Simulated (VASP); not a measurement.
# TaRu (Pm-3m) in VASP: a series of runs, part 2 of 2

VASP 6.6.1. The steps go on from the part before.

### 5 Relaxation of cell and atoms, LDA (cell and atoms relaxed tightly for response)

INCAR

```
SYSTEM = TaRu
PREC = Accurate
ENCUT = 600
EDIFF = 1E-6
ISMEAR = -1
SIGMA = 0.15
LREAL = .FALSE.
LASPH = .TRUE.
NELM = 100
ALGO = Fast
ISIF = 3
LWAVE = .FALSE.
LCHARG = .FALSE.
GGA = CA
IBRION = 2
NSW = 80
EDIFFG = -0.001
```

KPOINTS

```
Automatic mesh
0
G
  14 14 14
  0 0 0
```

POSCAR

```
TaRu
1.0
    3.1182078097      0.0000000000      0.0000000000
    0.0000000000      3.1182078097      0.0000000000
    0.0000000000      0.0000000000      3.1182078097
Ta Ru
1 1
Direct
    0.5000000000      0.5000000000      0.5000000000
    0.0000000000      0.0000000000      0.0000000000
```

Potentials or basis: VASP PAW LDA potentials, release 64 (Ta_pv, Ru_pv).

On the command line:

```bash
> cat potpaw_LDA.64/Ta_pv/POTCAR potpaw_LDA.64/Ru_pv/POTCAR > POTCAR
> mpirun -np 1 vasp_std > vasp.out
```

OUTCAR:

```text
SYSTEM = TaRu
   PREC = Accurate
   ENCUT = 600
   EDIFF = 1E-6
   ISMEAR = -1
   LREAL = .FALSE.
   LASPH = .TRUE.
   NELM = 100
   ISIF = 3
   GGA = CA
   IBRION = 2
   NSW = 80
   EDIFFG = -0.001

 ion  position               nearest neighbor table
   1  0.500  0.500  0.500-   2 2.70   2 2.70   2 2.70   2 2.70   2 2.70   2 2.70   2 2.70   2 2.70

   2  0.000  0.000  0.000-   1 2.70   1 2.70   1 2.70   1 2.70   1 2.70   1 2.70   1 2.70   1 2.70

  LATTYP: Found a simple cubic cell.
 ALAT       =     3.1182078097

  Lattice vectors:

 A1 = (   3.1182078097,   0.0000000000,   0.0000000000)
 A2 = (   0.0000000000,   3.1182078097,   0.0000000000)
 A3 = (   0.0000000000,   0.0000000000,   3.1182078097)

Analysis of symmetry for initial positions (statically):
=====================================================================
 Subroutine PRICEL returns:
[... 295 lines left out ...]
 val. band max:        9.9007898887   @ k =   0.5000   0.3571   0.0000
 cond. band min:       9.9231616159   @ k =   0.5000   0.3571   0.0714
 fundamental gap:      0.0223717272
 Fermi energy:         9.9126106747

 k-point     1 :       0.0000    0.0000    0.0000
  band No.  band energies     occupation
      1     -33.1104      2.00000
      2     -33.1104      2.00000
      3     -33.1104      2.00000
      4     -24.7783      2.00000
      5     -24.7783      2.00000
      6     -24.7783      2.00000
[... 433 lines left out ...]
      3     -33.0847      2.00000
      4     -25.0801      2.00000
      5     -24.9042      2.00000
      6     -24.7697      2.00000
[... 8 lines left out ...]
     15      11.4977      0.00005
     16      11.5652      0.00003

 [... further k-points ...]

------------------------ aborting loop because EDIFF is reached ----------------------------------------

  FORCE on cell =-STRESS in cart. coord.  units (eV):
  Direction    XX          YY          ZZ          XY          YZ          ZX
  --------------------------------------------------------------------------------------
  -------------------------------------------------------------------------------------
  Total       -0.0019957     -0.0019957     -0.0019957     -0.0000000      0.0000000      0.0000000
  in kB       -0.1048418     -0.1048418     -0.1048418     -0.0000000      0.0000000      0.0000000
  external PRESSURE =      -0.1048418 kB  Pullay stress =       0.0000000 kB
[... 17 lines left out ...]
  FREE ENERGIE OF THE ION-ELECTRON SYSTEM (eV)
  ---------------------------------------------------
  free  energy   TOTEN  =       -24.0991532527 eV

  energy  without entropy=      -23.9212363474  energy(sigma->0) =      -24.01019480

 reached required accuracy - stopping structural energy minimisation
```

CONTCAR:

```text
TaRu
   1.00000000000000
     3.1243231758811651   -0.0000000000000000    0.0000000000000000
    -0.0000000000000000    3.1243231758811651    0.0000000000000000
    -0.0000000000000000   -0.0000000000000000    3.1243231758811651
  Ta              Ru
     1     1
Direct
     0.5000000000000000    0.5000000000000000    0.5000000000000000
     0.0000000000000000    0.0000000000000000    0.0000000000000000

  0.00000000E+00  0.00000000E+00  0.00000000E+00
  0.00000000E+00  0.00000000E+00  0.00000000E+00
```

Run time: 2 min. Hardware: 1 thread of AMD EPYC 9R45 (Zen 5), shared host; peak memory 0.18 GiB.

Results:

```
Free energy                            : -24.0992 eV
Relaxed volume                         : 15.25 Å³/atom
Relaxed cell                           : a = 3.124 Å, b = 3.124 Å, c = 3.124 Å, α = 90.00°, β = 90.00°, γ = 90.00°
Space group after relaxing (to 0.05 Å) : Pm-3m (No. 221)
Energy gained by relaxing              : 0.5 meV/atom
Ionic steps                            : 4
Pressure after relaxing                : 0.0 GPa
Band gap on the k mesh                 : none (metal or under the smearing width)
```

Step by step:
| step | energy change (eV) | largest force (eV/Å) | pressure (GPa) | volume (Å³) |
| --- | --- | --- | --- | --- |
| 1 | 0.0000 | 0.0000 | 1.76 | 30.32 |
| 2 | 0.0079 | 0.0000 | -4.98 | 31.06 |
| 3 | -0.0009 | 0.0000 | -0.02 | 30.50 |
| 4 | -0.0009 | 0.0000 | -0.01 | 30.50 |

Final structure:
```
Ta Ru
1.0
     3.12432    0.00000    0.00000
     0.00000    3.12432    0.00000
     0.00000    0.00000    3.12432
Ta Ru
1 1
Direct
  0.50000 0.50000 0.50000
  0.00000 0.00000 0.00000
```

Levels at points of the mesh, in eV from the Fermi level:
```csv
k point,band 9,band 10,band 11,band 12,band 13,band 14,band 15,band 16
"(0.00, 0.00, 0.00)",-6.26,-2.48,-2.48,-2.48,1.07,1.07,4.35,4.35
"(0.50, 0.00, 0.00)",-4.12,-2.56,-2.44,-2.44,-1.42,-0.05,-0.05,0.97
"(0.50, 0.50, 0.00)",-4.30,-4.30,-0.33,0.14,0.78,0.78,1.74,4.33
"(0.50, 0.50, 0.50)",-3.84,-3.08,-3.08,-3.08,-0.25,-0.25,4.53,4.53
```

The run has no spin-orbit coupling, so splittings on Ta are missing.

### 6 Single point, LDA

This run uses another cell than the first one, of 16.19 Å³/atom, 1.068 times its volume.

INCAR

```
  PREC = Accurate
  ENCUT = 520
  EDIFF = 1E-6
  ISMEAR = 0
  SIGMA = 0.1
  LREAL = F
  LASPH = T
  NELM = 80
  ALGO = Normal
  ISIF = 2
  LWAVE = F
  LCHARG = F
  GGA = CA
  NBANDS = 20
```

KPOINTS

```
Automatic mesh
0
Gamma
  6 6 6
```

POSCAR

```
TaRu
1.0
    3.1870000000      0.0000000000      0.0000000000
    0.0000000000      3.1870000000      0.0000000000
    0.0000000000      0.0000000000      3.1870000000
Ta Ru
1 1
Direct
    0.5000000000      0.5000000000      0.5000000000
    0.0000000000      0.0000000000      0.0000000000
```

Potentials or basis: VASP PAW LDA potentials, release 64 (Ta_pv, Ru_pv).

On the command line:

```bash
> cat potpaw_LDA.64/Ta_pv/POTCAR potpaw_LDA.64/Ru_pv/POTCAR > POTCAR
> mpirun -np 1 vasp_std > vasp.out
```

Wall time 5.6 s (1 thread of AMD EPYC 9R45 (Zen 5), shared host); peak memory 0.1 GiB.

Results (log left out):

* Free energy: -23.9127 eV
* Pressure: -15.3 GPa
* Band gap on the k mesh: none (metal or under the smearing width)

Levels at points of the mesh, in eV from the Fermi level:
```csv
k point,band 9,band 10,band 11,band 12,band 13,band 14,band 15,band 16,band 17,band 18
"(0.00, 0.00, 0.00)",-5.74,-2.27,-2.27,-2.27,1.03,1.03,4.03,4.03,4.03,8.06
"(0.50, 0.00, 0.00)",-3.74,-2.26,-2.25,-2.25,-1.29,0.01,0.01,0.84,2.28,4.33
"(0.50, 0.50, 0.00)",-3.94,-3.94,-0.31,0.12,0.67,0.67,1.64,4.03,4.31,4.31
"(0.50, 0.50, 0.50)",-3.61,-2.85,-2.85,-2.85,-0.24,-0.24,4.20,4.20,6.96,7.61
```

Caveat: so large a pressure means that the cell lies far from this level's equilibrium, or that cutoff or potentials fall short. Spin-orbit coupling is left out, which matters for the levels of Ta.

### 7 Summary

```tsv
task	cell	k mesh	cutoff (eV)	smearing	gap on the mesh (eV)	pressure (GPa)	relaxed volume (Å³/atom)
single point	Pm-3m, 15.16 Å³/atom	14 × 14 × 14	520	gaussian 0.1 eV	none	1.1	-
relaxation of cell and atoms	relaxed	14 × 14 × 14	600	gaussian 0.1 eV	none	0.0	15.21
single point	cell and atoms relaxed tightly for response	14 × 14 × 14	520	fermi-dirac 0.15 eV	none	1.1	-
relaxation of cell and atoms	relaxed from: cell and atoms relaxed tightly for response	14 × 14 × 14	600	fermi-dirac 0.15 eV	none	0.0	15.25
single point	Pm-3m, 16.19 Å³/atom	6 × 6 × 6	520	gaussian 0.1 eV	none	-15.3	-
```

Alike in all rows: level LDA; potentials or basis VASP PAW LDA potentials, release 64 (Ta_pv, Ru_pv); no spin polarisation.

Caveats: so large a pressure means that the cell lies far from this level's equilibrium, or that cutoff or potentials fall short (some runs).

Absolute energies hang on the potentials; compare differences alone.
